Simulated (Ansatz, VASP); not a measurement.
# SrCl2: VASP beside Ansatz, part 2 of 3

Aim: how closely do two programs agree when they are given the same cell, functional and k mesh? The cell is taken from a series of runs on this material, whose earlier steps may have relaxed, scaled, displaced or heated it; both programs get it as it stands.

VASP 6.6.1 and Ansatz 0.2.0.

So far: Set-up; Ansatz: zone-centre phonons, PBE.

### 3. VASP: zone-centre phonons, PBE

Level of this step: PBE; plane waves and PAW (Sr_sv, Cl) (VASP).

The same cell, functional and mesh now go to VASP, with its own data sets.

Lines of VASP's logs that name or quote its potential files are left out, and so is its time.

INCAR

```
SYSTEM = SrCl2
PREC = Accurate
ENCUT = 500
EDIFF = 1E-08
NELM = 120
ISMEAR = 0
SIGMA = 0.01
LREAL = .FALSE.
ALGO = Normal
GGA = PE
NBANDS = 18
LORBIT = 11
LWAVE = .FALSE.
LCHARG = .FALSE.
ISIF = 2
IBRION = 8
LEPSILON = .TRUE.
LASPH = .TRUE.
GGA_COMPAT = .FALSE.
EFERMI = MIDGAP
KPAR = 2
```

POSCAR

```
SrCl2
1.0
    0.0000000000      3.5027886600      3.5027886600
    3.5027886600      0.0000000000      3.5027886600
    3.5027886600      3.5027886600      0.0000000000
Sr Cl
1 2
Direct
    0.0000000000      0.0000000000      0.0000000000
    0.2500000000      0.2500000000      0.2500000000
    0.7500000000      0.7500000000      0.7500000000
```

KPOINTS

```
Automatic mesh
0
Gamma
6 6 6
0 0 0
```

Potentials, in the order of the species: Sr_sv and Cl (PBE family, release 64).

Command:

```sh
$ mpirun -np 2 vasp_std
```

The program printed:

```text
[banner, memory and clock lines left out]
running    2 mpi-ranks, on    1 nodes
 distrk:  each k-point on    1 cores,    2 groups
 distr:  one band on    1 cores,    1 groups

 POSCAR found type information on POSCAR SrCl
 POSCAR found :  2 types and       3 ions
 LDA part: xc-table for (Slater+PW92), standard interpolation
 POSCAR, INCAR and KPOINTS ok, starting setup
 FFT: planning ... GRIDC
 FFT: planning ... GRID_SOFT
 FFT: planning ... GRID
 WAVECAR not read
 entering main loop
       N       E                     dE             d eps       ncg     rms          rms(c)
DAV:   1     0.141786037041E+03    0.14179E+03   -0.11360E+04   576   0.116E+03
DAV:   2    -0.387991831874E+01   -0.14567E+03   -0.14151E+03   738   0.229E+02
DAV:   3    -0.128752788739E+02   -0.89954E+01   -0.89755E+01   808   0.572E+01
DAV:   4    -0.130654551164E+02   -0.19018E+00   -0.18992E+00   946   0.733E+00
DAV:   5    -0.130690757455E+02   -0.36206E-02   -0.36202E-02   830   0.763E-01    0.126E+01
DAV:   6    -0.127695753502E+02    0.29950E+00   -0.66723E-01   696   0.457E+00    0.816E+00
DAV:   7    -0.127788973491E+02   -0.93220E-02   -0.38364E-01   838   0.378E+00    0.209E+00
DAV:   8    -0.127851535221E+02   -0.62562E-02   -0.57555E-02   692   0.134E+00    0.352E-01
DAV:   9    -0.127865484009E+02   -0.13949E-02   -0.23470E-03   816   0.289E-01    0.125E-01
DAV:  10    -0.127877668854E+02   -0.12185E-02   -0.90256E-04   650   0.178E-01    0.318E-02
DAV:  11    -0.127878856404E+02   -0.11876E-03   -0.95390E-05   764   0.552E-02    0.390E-02
DAV:  12    -0.127879014831E+02   -0.15843E-04   -0.18752E-05   676   0.228E-02    0.432E-03
DAV:  13    -0.127879030607E+02   -0.15776E-05   -0.20880E-06   808   0.823E-03    0.421E-03
DAV:  14    -0.127879029861E+02    0.74611E-07   -0.46250E-07   684   0.422E-03    0.210E-03
DAV:  15    -0.127879029969E+02   -0.10835E-07   -0.20565E-08   800   0.906E-04    0.605E-04
DAV:  16    -0.127879030484E+02   -0.51405E-07   -0.29274E-09   498   0.401E-04    0.110E-04
DAV:  17    -0.127879030494E+02   -0.10182E-08   -0.29729E-10   408   0.137E-04
   1 F= -.12787903E+02 E0= -.12787903E+02  d E =0.000000E+00
 Linear response reoptimize wavefunctions to high precision
DAV:   1    -0.127879030488E+02    0.54229E-09   -0.55465E-11   402   0.497E-05
DAV:   2    -0.127879030488E+02    0.23647E-10   -0.15988E-11   384   0.232E-05
 Linear response G [H, r] |phi>, progress :
  Direction:   1
       N       E                     dE             d eps       ncg     rms
RMM:   1    -0.883845448611E+02   -0.88385E+02    0.44627E+02  1196   0.109E+02
RMM:   2    -0.849274908644E+02    0.34571E+01   -0.12014E+01  1109   0.210E+01
RMM:   3    -0.853686056959E+02   -0.44111E+00   -0.24826E+00  1253   0.638E+00
RMM:   4    -0.854559879483E+02   -0.87382E-01   -0.48455E-01  1296   0.258E+00
RMM:   5    -0.854750239495E+02   -0.19036E-01   -0.93554E-02  1331   0.109E+00
RMM:   6    -0.854779058317E+02   -0.28819E-02   -0.15954E-02  1335   0.424E-01
RMM:   7    -0.854781782033E+02   -0.27237E-03   -0.16496E-02  1409   0.198E-01
RMM:   8    -0.854800935548E+02   -0.19154E-02    0.37111E-02  1406   0.907E-02
RMM:   9    -0.854792665696E+02    0.82699E-03   -0.45657E-03  1377   0.421E-02
RMM:  10    -0.854794352394E+02   -0.16867E-03   -0.64895E-03  1387   0.217E-02
RMM:  11    -0.854793171087E+02    0.11813E-03   -0.57673E-04  1346   0.112E-02
RMM:  12    -0.854793553734E+02   -0.38265E-04   -0.27169E-03  1349   0.688E-03
RMM:  13    -0.854793340435E+02    0.21330E-04   -0.90851E-04  1337   0.454E-03
RMM:  14    -0.854793421637E+02   -0.81201E-05   -0.54440E-04  1324   0.346E-03
RMM:  15    -0.854793372034E+02    0.49603E-05   -0.61024E-05  1275   0.292E-03
RMM:  16    -0.854793378306E+02   -0.62718E-06   -0.31814E-04  1252   0.265E-03
RMM:  17    -0.854793378168E+02    0.13830E-07   -0.13789E-04  1187   0.252E-03
RMM:  18    -0.854793375608E+02    0.25600E-06   -0.24130E-04  1169   0.245E-03
RMM:  19    -0.854793376950E+02   -0.13424E-06   -0.14827E-04  1129   0.242E-03
 Linear response G [H, r] |phi>, progress :
  Direction:   2
       N       E                     dE             d eps       ncg     rms
RMM:   1    -0.868966512461E+02   -0.86897E+02    0.45268E+02  1198   0.107E+02
RMM:   2    -0.825918399516E+02    0.43048E+01   -0.12362E+01  1112   0.203E+01
RMM:   3    -0.829804515372E+02   -0.38861E+00   -0.26633E+00  1257   0.618E+00
RMM:   4    -0.830557767264E+02   -0.75325E-01   -0.56426E-01  1299   0.255E+00
RMM:   5    -0.830717949762E+02   -0.16018E-01   -0.11871E-01  1334   0.110E+00
RMM:   6    -0.830742062369E+02   -0.24113E-02   -0.22048E-02  1342   0.440E-01
RMM:   7    -0.830762252379E+02   -0.20190E-02   -0.41023E-02  1420   0.213E-01
RMM:   8    -0.830756366617E+02    0.58858E-03    0.15009E-02  1421   0.103E-01
RMM:   9    -0.830757452026E+02   -0.10854E-03    0.22011E-03  1400   0.481E-02
RMM:  10    -0.830759879496E+02   -0.24275E-03   -0.12503E-03  1386   0.242E-02
[...]
RMM:   1    -0.499486338398E+00   -0.49949E+00   -0.13982E+00  2267   0.371E+00
RMM:   2    -0.520187405940E+00   -0.20701E-01   -0.48334E-02  2209   0.919E-01    0.174E+00
RMM:   3    -0.467202227796E+00    0.52985E-01   -0.12303E-01  1985   0.153E+00    0.894E-01
RMM:   4    -0.483864997554E+00   -0.16663E-01   -0.62871E-02  2106   0.113E+00    0.352E-01
[...]
Linear response to external field, progress :
  Direction:   3
       N       E                     dE             d eps       ncg     rms          rms(c)
RMM:   1    -0.499138127399E+00   -0.49914E+00   -0.13947E+00  2275   0.371E+00
RMM:   2    -0.520150495055E+00   -0.21012E-01   -0.48152E-02  2212   0.926E-01    0.174E+00
RMM:   3    -0.467205080903E+00    0.52945E-01   -0.12314E-01  1988   0.153E+00    0.894E-01
RMM:   4    -0.483886275620E+00   -0.16681E-01   -0.63206E-02  2106   0.114E+00    0.352E-01
RMM:   5    -0.506281893575E+00   -0.22396E-01   -0.39758E-03  2147   0.399E-01    0.488E-02
RMM:   6    -0.506539989068E+00   -0.25810E-03   -0.10403E-03  2368   0.130E-01    0.319E-02
RMM:   7    -0.507691890870E+00   -0.11519E-02   -0.18297E-04  2325   0.604E-02    0.143E-02
RMM:   8    -0.508003817694E+00   -0.31193E-03   -0.50917E-05  2418   0.256E-02    0.461E-03
RMM:   9    -0.508104835084E+00   -0.10102E-03   -0.17794E-05  2445   0.109E-02    0.221E-03
RMM:  10    -0.508106487817E+00   -0.16527E-05   -0.10368E-05  2446   0.562E-03    0.138E-03
RMM:  11    -0.508086510326E+00    0.19977E-04   -0.83169E-07  2449   0.328E-03    0.238E-04
RMM:  12    -0.508085600078E+00    0.91025E-06   -0.70788E-07  2598   0.142E-03    0.254E-04
RMM:  13    -0.508085466771E+00    0.13331E-06   -0.65297E-07  2479   0.659E-04    0.231E-04
RMM:  14    -0.508085475414E+00   -0.86436E-08    0.96820E-07  2470   0.440E-04    0.960E-05
RMM:  15    -0.508085963711E+00   -0.48830E-06    0.66773E-07  2304   0.283E-04    0.801E-05
RMM:  16    -0.508085880907E+00    0.82804E-07    0.92064E-07  1933   0.219E-04    0.208E-05
RMM:  17    -0.508085772551E+00    0.10836E-06    0.86784E-07  1751   0.205E-04    0.261E-05
RMM:  18    -0.508085809577E+00   -0.37026E-07    0.92418E-07  1503   0.195E-04    0.887E-06
 change of polarisation eV/A/(eV/A) component  3 :     0.002    -0.002     0.905
 dielectric tensor                  component  3 :     0.003    -0.003     2.906
 Linear response DOF=           2
 Linear response progress:
  Degree of freedom:   1/  2
       N       E                     dE             d eps       ncg     rms          rms(c)
RMM:   1    -0.297833944607E+00   -0.29783E+00    0.38495E-01  1759   0.334E+00
RMM:   2    -0.300460121263E+00   -0.26262E-02   -0.29117E-02  1853   0.770E-01    0.230E-01
RMM:   3    -0.301508523399E+00   -0.10484E-02   -0.36908E-03  2229   0.280E-01    0.165E-01
RMM:   4    -0.301796572513E+00   -0.28805E-03   -0.61870E-04  2228   0.134E-01    0.497E-02
RMM:   5    -0.302104356826E+00   -0.30778E-03   -0.89345E-05  2276   0.473E-02    0.181E-02
RMM:   6    -0.302199652086E+00   -0.95295E-04   -0.16427E-05  2365   0.209E-02    0.783E-03
RMM:   7    -0.302190754768E+00    0.88973E-05   -0.33891E-06  2414   0.811E-03    0.252E-03
RMM:   8    -0.302181629059E+00    0.91257E-05   -0.10718E-06  2382   0.397E-03    0.119E-03
RMM:   9    -0.302176449901E+00    0.51792E-05   -0.75550E-08  2445   0.190E-03    0.672E-04
RMM:  10    -0.302175987424E+00    0.46248E-06    0.35869E-07  2485   0.949E-04    0.188E-04
RMM:  11    -0.302175283818E+00    0.70361E-06    0.64340E-07  2661   0.417E-04    0.113E-04
RMM:  12    -0.302174295076E+00    0.98874E-06   -0.78807E-08  2626   0.242E-04    0.400E-05
RMM:  13    -0.302174984713E+00   -0.68964E-06    0.10381E-07  2611   0.154E-04    0.369E-05
RMM:  14    -0.302174891242E+00    0.93472E-07    0.29150E-08  2687   0.101E-04    0.276E-05
RMM:  15    -0.302174780558E+00    0.11068E-06    0.42852E-08  2714   0.809E-05    0.142E-05
RMM:  16    -0.302174656892E+00    0.12367E-06    0.13515E-08  2690   0.712E-05    0.141E-06
RMM:  17    -0.302174644514E+00    0.12378E-07    0.43463E-08  2622   0.652E-05    0.816E-07
RMM:  18    -0.302174643303E+00    0.12109E-08    0.16488E-08  2428   0.627E-05    0.297E-07
 first order change of Fermi-energy   0.21044E-04
 force on displaced ion       1 direction 1 :  -2.549   0.000   0.000
 Born effective charge ion    1 direction 1 :   2.498   0.000   0.000
 Linear response progress:
  Degree of freedom:   2/  2
       N       E                     dE             d eps       ncg     rms          rms(c)
RMM:   1    -0.203673745722E+00   -0.20367E+00   -0.13506E-02  3679   0.235E+00
RMM:   2    -0.201083527816E+00    0.25902E-02   -0.49441E-03  2842   0.379E-01    0.157E-01
RMM:   3    -0.201698239695E+00   -0.61471E-03   -0.26702E-04  3080   0.851E-02    0.925E-02
RMM:   4    -0.202443288874E+00   -0.74505E-03   -0.18297E-04  3031   0.590E-02    0.167E-02
RMM:   5    -0.202318224815E+00    0.12506E-03   -0.26135E-05  3419   0.209E-02    0.724E-03
RMM:   6    -0.202332430505E+00   -0.14206E-04   -0.44909E-06  3736   0.826E-03    0.268E-03
RMM:   7    -0.202362350400E+00   -0.29920E-04    0.22785E-06  3651   0.402E-03    0.136E-03
RMM:   8    -0.202354873293E+00    0.74771E-05    0.58012E-06  3775   0.185E-03    0.201E-04
RMM:   9    -0.202356491958E+00   -0.16187E-05   -0.72460E-06  4098   0.778E-04    0.114E-04
RMM:  10    -0.202356381324E+00    0.11063E-06    0.39920E-06  4111   0.376E-04    0.363E-05
RMM:  11    -0.202356377849E+00    0.34751E-08   -0.21411E-06  4200   0.201E-04    0.301E-05
RMM:  12    -0.202356286345E+00    0.91504E-07    0.20519E-07  4262   0.130E-04    0.134E-05
RMM:  13    -0.202356277970E+00    0.83750E-08   -0.89043E-07  4359   0.979E-05    0.146E-05
RMM:  14    -0.202356304673E+00   -0.26703E-07   -0.36462E-07  4157   0.865E-05    0.690E-06
RMM:  15    -0.202356287252E+00    0.17421E-07   -0.45245E-07  4275   0.808E-05    0.428E-06
RMM:  16    -0.202356285499E+00    0.17532E-08   -0.38164E-07  4132   0.779E-05    0.305E-06
RMM:  17    -0.202356284829E+00    0.66956E-09   -0.36705E-07  3779   0.769E-05    0.222E-06
RMM:  18    -0.202356284659E+00    0.17004E-09   -0.35429E-07  3612   0.766E-05    0.151E-06
RMM:  19    -0.202356283665E+00    0.99382E-09   -0.35303E-07  3470   0.765E-05    0.740E-07
RMM:  20    -0.202356283522E+00    0.14275E-09   -0.34676E-07  3337   0.765E-05    0.394E-07
RMM:  21    -0.202356283368E+00    0.15476E-09   -0.35651E-07  3285   0.764E-05    0.241E-07
RMM:  22    -0.202356283360E+00    0.75265E-11   -0.34930E-07  3260   0.764E-05    0.154E-07
RMM:  23    -0.202356283199E+00    0.16086E-09   -0.35712E-07  3270   0.764E-05    0.919E-08
 first order change of Fermi-energy   0.49273E-04
 force on displaced ion       2 direction 1 :  -2.649   0.000   0.000
 Born effective charge ion    2 direction 1 :  -1.249   0.000   0.000
 Born effective charges drift removed
 Linear response finished
```

[end of part 2 of 3]

[Lines on the potential files, build, host, timing and source positions are cut from VASP's logs without a mark.]

[Logs are printed without paths, hosts, clocks, repeated set-up lines and the standing remarks that a program may print on its own settings, such as how far it seeks lower states.]

[Hosts, paths, dates, database ids (printed as entryN), source tags and the programs' standing remarks are cut or masked in the printed files.]
